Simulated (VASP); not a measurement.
# CeBi2I3 in VASP: single point with PBE

Aim: the single point of CeBi2I3 with PBE.

Everything below comes from runs of VASP 6.6.1. Logs are shortened: lines on timing, memory, paths and dates and some standing lists are left out, and cuts for length are marked.

### Step 1. The crystal as given

The cell holds a amorphous, 6 atoms: a = 6.060 Å, b = 6.693 Å, c = 6.916 Å, α = 99.32°, β = 84.99°, γ = 88.42°.

The cell was built by a generator and needn't be a form met in nature.

### Step 2. Single point, PBE

INCAR

```
SYSTEM = CeBi2I3
ALGO = Fast ; EDIFF = 1E-6
ENCUT = 520 ; GGA = PE
ISIF = 2 ; ISMEAR = -1
LASPH = .True. ; LCHARG = .False.
LREAL = .False. ; LWAVE = .False.
NBANDS = 40 ; NELM = 100
PREC = Accurate ; SIGMA = 0.1
```

KPOINTS

```
Automatic mesh
0
Gamma
  3 3 3
  0 0.5 0.5
```

POSCAR

```
CeBi2I3
1.0
    5.9837150000      0.9511360000      0.1040960000
   -0.8345660000      6.5474000000     -1.1103700000
    0.4781670000      0.0865420000      6.8991280000
I Ce Bi
3 1 2
Direct
    0.5754790000      0.4943640000      0.7422470000
    0.0361420000      0.1725330000      0.7710370000
    0.0843140000      0.6405430000      0.5933700000
    0.5828990000      0.9489700000      0.4512970000
    0.1219610000      0.8252210000      0.0877100000
    0.3322330000      0.3490670000      0.1661920000
```

Potentials or basis: VASP PAW PBE potentials, release 64 (I, Ce, Bi_d).

Run with:

```
$ cat potpaw_PBE.64/I/POTCAR potpaw_PBE.64/Ce/POTCAR potpaw_PBE.64/Bi_d/POTCAR > POTCAR
$ mpirun -np 1 vasp_std > vasp.out
```

OUTCAR:

```text
SYSTEM = CeBi2I3
   EDIFF = 1E-6
   ENCUT = 520
   GGA = PE
   ISIF = 2
   ISMEAR = -1
   LASPH = .True.
   LREAL = .False.
   NELM = 100
   PREC = Accurate

 ion  position               nearest neighbor table
   1  0.575  0.494  0.742-   3 3.39   3 3.40   6 3.46   2 3.52
   2  0.036  0.173  0.771-   6 3.47   5 3.50   1 3.52   3 3.56
   3  0.084  0.641  0.593-   1 3.39   1 3.40   6 3.46   5 3.47   2 3.56
   4  0.583  0.949  0.451-
   5  0.122  0.825  0.088-   3 3.47   2 3.50   6 3.54   6 3.74
   6  0.332  0.349  0.166-   1 3.46   3 3.46   2 3.47   5 3.54   5 3.74

  LATTYP: Found a triclinic cell.
 ALAT       =     6.9162200918
 B/A-ratio  =     1.4999392780
 C/A-ratio  =     1.4802182086
 COS(alpha) =     0.0046383733
 COS(beta)  =     0.5180344241
 COS(gamma) =     0.7711285650

  Lattice vectors:

 A1 = (  -0.4781670000,  -0.0865420000,  -6.8991280000)
 A2 = (  -1.3127330000,   6.4608580000,  -8.0094980000)
 A3 = (   6.3401140000,  -5.6828060000,  -5.6846620000)

Analysis of symmetry for initial positions (statically):
=====================================================================
 Subroutine PRICEL returns:
 Original cell was already a primitive cell.

 Routine SETGRP: Setting up the symmetry group for a
 triclinic supercell.

 Subroutine GETGRP returns: Found  1 space group operations
 (whereof  1 operations were pure point group operations)
 out of a pool of  2 trial point group operations.

The static configuration has the point symmetry C_1 .

Analysis of symmetry for dynamics (positions and initial velocities):
=====================================================================
 Subroutine PRICEL returns:
 Original cell was already a primitive cell.

 Routine SETGRP: Setting up the symmetry group for a
 triclinic supercell.

 Subroutine GETGRP returns: Found  1 space group operations
 (whereof  1 operations were pure point group operations)
 out of a pool of  2 trial point group operations.

The dynamic configuration has the point symmetry C_1 .

 Subroutine INISYM returns: Found  1 space group operations
 (whereof  1 operations are pure point group operations),
 and found     1 'primitive' translations

----------------------------------------------------------------------------------------

                                     Primitive cell

  volume of cell :     275.5055

  direct lattice vectors                    reciprocal lattice vectors
     5.983715000  0.951136000  0.104096000     0.164306863  0.018971800 -0.011625814
    -0.834566000  6.547400000 -1.110370000    -0.023785370  0.149661769 -0.000228819
     0.478167000  0.086542000  6.899128000    -0.006307210  0.023800841  0.145084441

  length of vectors
     6.059731089  6.693120999  6.916220092     0.165806616  0.151540230  0.147158948

  position of ions in fractional coordinates (direct lattice)
     0.575479000  0.494364000  0.742247000
     0.036142000  0.172533000  0.771037000
     0.084314000  0.640543000  0.593370000
     0.582899000  0.948970000  0.451297000
     0.121961000  0.825221000  0.087710000
     0.332233000  0.349067000  0.166192000

  ion indices of the primitive-cell ions
   primitive index   ion index
                 1           1
                 2           2
                 3           3
                 4           4
                 5           5
                 6           6

----------------------------------------------------------------------------------------

 KPOINTS: Automatic mesh

Automatic generation of k-mesh.
 Grid dimensions read from file:
 generate k-points for:    3    3    3

 Generating k-lattice:

  Cartesian coordinates                     Fractional coordinates (reciprocal lattice)
     0.054768954  0.006323933 -0.003875271     0.333333333 -0.000000000 -0.000000000
    -0.007928457  0.049887256 -0.000076273    -0.000000000  0.333333333 -0.000000000
    -0.002102403  0.007933614  0.048361480     0.000000000 -0.000000000  0.333333333

  Length of vectors
     0.055268872  0.050513410  0.049052983

  Shift w.r.t. Gamma in fractional coordinates (k-lattice)
     0.000000000  0.500000000  0.500000000

 Subroutine IBZKPT returns following result:
 ===========================================

 Found     14 irreducible k-points:

 Following reciprocal coordinates:
            Coordinates               Weight
  0.000000  0.166667  0.166667      2.000000
  0.333333  0.166667  0.166667      2.000000
 -0.333333  0.166667  0.166667      2.000000
  0.000000  0.500000  0.166667      2.000000
  0.333333  0.500000  0.166667      2.000000
 -0.333333  0.500000  0.166667      2.000000
  0.000000 -0.166667  0.166667      2.000000
  0.333333 -0.166667  0.166667      2.000000
 -0.333333 -0.166667  0.166667      2.000000
  0.000000  0.166667  0.500000      2.000000
  0.333333  0.166667  0.500000      2.000000
 -0.333333  0.166667  0.500000      2.000000
  0.000000  0.500000  0.500000      1.000000
  0.333333  0.500000  0.500000      2.000000
   k-points           NKPTS =     14   k-points in BZ     NKDIM =     14   number of bands    NBANDS=     40
   number of dos      NEDOS =    301   number of ions     NIONS =      6
   total plane-waves  NPLWV = 129600
   dimension x,y,z NGX =    48 NGY =   50 NGZ =   54
   dimension x,y,z NGXF=    96 NGYF=  100 NGZF=  108
   ions per type =               3   1   2
   NGX,Y,Z   is equivalent  to a cutoff of  13.17, 12.42, 12.98 a.u.
   NGXF,Y,Z  is equivalent  to a cutoff of  26.34, 24.84, 25.96 a.u.
 SYSTEM =  CeBi2I3
   PREC   = accura    normal or accurate (medium, high low for compatibility)
   ISTART =      0    job   : 0-new  1-cont  2-samecut
   ICHARG =      2    charge: 1-file 2-atom 10-const
   ISPIN  =      1    spin polarized calculation?
   LNONCOLLINEAR =      F non collinear calculations
   LSORBIT =      F    spin-orbit coupling
   LASPH  =      T    aspherical Exc in radial PAW
   ENCUT  =  520.0 eV  38.22 Ry    6.18 a.u.  11.27 12.44 12.86*2*pi/ulx,y,z
   NELM   =    100;   NELMIN=  2; NELMDL= -5     # of ELM steps
   EDIFF  = 0.1E-05   stopping-criterion for ELM
   LREAL  =      F    real-space projection
   EDIFFG = 0.1E-04   stopping-criterion for IOM
   NSW    =      0    number of steps for IOM
   IBRION =     -1    ionic relax: 0-MD 1-quasi-New 2-CG
   NFREE  =      0    steps in history (QN), initial steepest desc. (CG)
   ISIF   =      2    stress and relaxation
   ISYM   =      2    0-nonsym 1-usesym 2-fastsym
   POTIM  = 0.5000    time-step for ionic-motion
   TEBEG  =    0.0;   TEEND  =   0.0 temperature during run
   PSTRESS=    0.0 pullay stress
   NELECT =      63.0000    total number of electrons
   NUPDOWN=      -1.0000    fix difference up-down
   EMIN   =  10.00;   EMAX   =-10.00  energy-range for DOS
   EFERMI =   0.00;   METHOD = LEGACY
   ISMEAR =    -1;   SIGMA  =   0.10  broadening in eV -4-tet -1-fermi 0-gaus
   EFERMI_NEDOS =   21; number of points for ismear=-14 and -15
   IALGO  =     68    algorithm
   IMIX   =      4    mixing-type and parameters
     AMIX     =   0.40;   BMIX     =  1.00
     AMIX_MAG =   1.60;   BMIX_MAG =  1.00
  volume/ion in A,a.u.               =      45.92       309.87
  Fermi-wavevector in a.u.,A,eV,Ry     =   1.001102  1.891808 13.635825  1.002205
  Thomas-Fermi vector in A             =   2.133502
   LORBIT       =      0    0 simple, 1 ext, 2 COOP (PROOUT), +10 PAW based schemes
   GGA     = PE    functional components
   LHFCALC =     F    Hartree Fock is set to
   AEXX    =    0.0000 exact exchange contribution
   IVDW    =     0    specifies the selected vdW correction
   LEPSILON=     F    determine dielectric tensor
   LRPA    =     F    only Hartree local field effects (RPA)
 non-spin polarized calculation
 RMM-DIIS sequential band-by-band and
  energy-cutoff  :      520.00
  volume of cell :      275.51
 maximum number of plane-waves:      7436
 NGX is ok and might be reduce to    48
   NGX = 23   NGY = 25   NGZ = 25

 number of electron      63.0000001 magnetization

 Free energy of the ion-electron system (eV)
  ---------------------------------------------------
  ext. energy  EPLUGINS =         0.00000000
  ---------------------------------------------------
  free energy    TOTEN  =       -17.95055907 eV

  energy without entropy =      -17.46720747  energy(sigma->0) =      -17.70888327

 E-fermi :   3.7739     XC(G=0):  -8.0824

 val. band max:        3.7189838636   @ k =   0.0000   0.5000   0.5000
 cond. band min:       3.8160431896   @ k =  -0.3333   0.1667   0.5000
 fundamental gap:      0.0970593261
 Fermi energy:         3.7738788027

 k-point     1 :       0.0000    0.1667    0.1667
  band No.  band energies     occupation
      1     -31.8841      2.00000
      2     -19.2607      2.00000
      3     -19.2428      2.00000
      4     -19.1581      2.00000
      5     -19.0545      2.00000
      6     -19.0395      2.00000
[... 32 lines left out ...]
     39       4.2255      0.02162
     40       4.5341      0.00100

 k-point     2 :       0.3333    0.1667    0.1667
  band No.  band energies     occupation
      1     -31.8841      2.00000
      2     -19.2607      2.00000
      3     -19.2428      2.00000
      4     -19.1581      2.00000
      5     -19.0545      2.00000
      6     -19.0395      2.00000
[... 32 lines left out ...]
     39       4.1590      0.04162
     40       4.7766      0.00009

 k-point     3 :      -0.3333    0.1667    0.1667
  band No.  band energies     occupation
      1     -31.8841      2.00000
      2     -19.2607      2.00000
      3     -19.2428      2.00000
      4     -19.1581      2.00000
      5     -19.0545      2.00000
      6     -19.0395      2.00000
[... 423 lines left out ...]
  band No.  band energies     occupation
      1     -31.8841      2.00000
      2     -19.2604      2.00000
      3     -19.2427      2.00000
      4     -19.1581      2.00000
      5     -19.0563      2.00000
      6     -19.0422      2.00000
[... 32 lines left out ...]
     39       4.2394      0.01885
     40       4.3449      0.00660

 k-point    14 :       0.3333    0.5000    0.5000
  band No.  band energies     occupation
      1     -31.8840      2.00000
      2     -19.2604      2.00000
      3     -19.2427      2.00000
      4     -19.1581      2.00000
      5     -19.0563      2.00000
      6     -19.0422      2.00000
[... 32 lines left out ...]
     39       4.3797      0.00466
     40       4.5635      0.00074

------------------------ aborting loop because EDIFF is reached ----------------------------------------

  FORCE on cell =-STRESS in cart. coord.  units (eV):
  Direction    XX          YY          ZZ          XY          YZ          ZX
  --------------------------------------------------------------------------------------
  -------------------------------------------------------------------------------------
  Total       -2.8899275     -6.2148400     -6.1126824      0.2795453      0.9493994      0.0014742
  in kB      -16.8061122    -36.1418405    -35.5477518      1.6256703      5.5211465      0.0085733
  external PRESSURE =     -29.4985681 kB  Pullay stress =       0.0000000 kB

 VOLUME and BASIS-vectors are now :
 -----------------------------------------------------------------------------
  energy-cutoff  :      520.00
  volume of cell :      275.51
      direct lattice vectors                 reciprocal lattice vectors
     5.983715000  0.951136000  0.104096000     0.164306863  0.018971800 -0.011625814
    -0.834566000  6.547400000 -1.110370000    -0.023785370  0.149661769 -0.000228819
     0.478167000  0.086542000  6.899128000    -0.006307210  0.023800841  0.145084441

 POSITION                                       TOTAL-FORCE (eV/Angst)
 -----------------------------------------------------------------------------------
      3.38584      3.84839      4.63184        -0.001309     -0.479887      0.194901
      0.44096      1.23075      5.13167         0.366205     -0.687343      0.152313
      0.25367      4.32544      3.39127         0.128479      0.533968     -1.619507
      2.91172      6.80676      2.12053        -0.136251      0.042186      0.325006
      0.08302      5.52664     -0.29848        -0.024669      0.295980      0.672788
      1.77614      2.61586      0.79357        -0.332455      0.295096      0.274499
 -----------------------------------------------------------------------------------
    total drift:                                0.000000      0.000186     -0.000572

  FREE ENERGIE OF THE ION-ELECTRON SYSTEM (eV)
  ---------------------------------------------------
  free  energy   TOTEN  =       -17.9505590732 eV

  energy  without entropy=      -17.4672074748  energy(sigma->0) =      -17.70888327
```

Wall time 10 min (1 thread of Intel Xeon Platinum 8259CL at 2.50GHz (Skylake/Cascade Lake), shared host); peak memory 0.45 GiB.

Results:

```yaml
Free_energy: -17.9506 eV
Pressure: -2.9 GPa
Largest_force: 1.710 eV/Å
Band_gap_on_the_k_mesh: none (metal or under the smearing width)
```

Forces in eV/Å, atoms in the order of the input:
```
I   -0.001 -0.480  0.195
I    0.366 -0.687  0.152
I    0.128  0.534 -1.620
Ce  -0.136  0.042  0.325
Bi  -0.025  0.296  0.673
Bi  -0.332  0.295  0.274
```

Caveat: spin-orbit coupling is left out, which moves the levels of the heavy elements; an odd number of electrons without spin polarisation forces a metal; a magnetic or distorted state may lie lower; the run has no spin polarisation, though such a crystal can be magnetic; without U or exact exchange the open f shell lies at the Fermi level, which spoils levels, moments and volumes. Spin polarisation is off, so any magnetic state and its effect on volume and gap are missing.
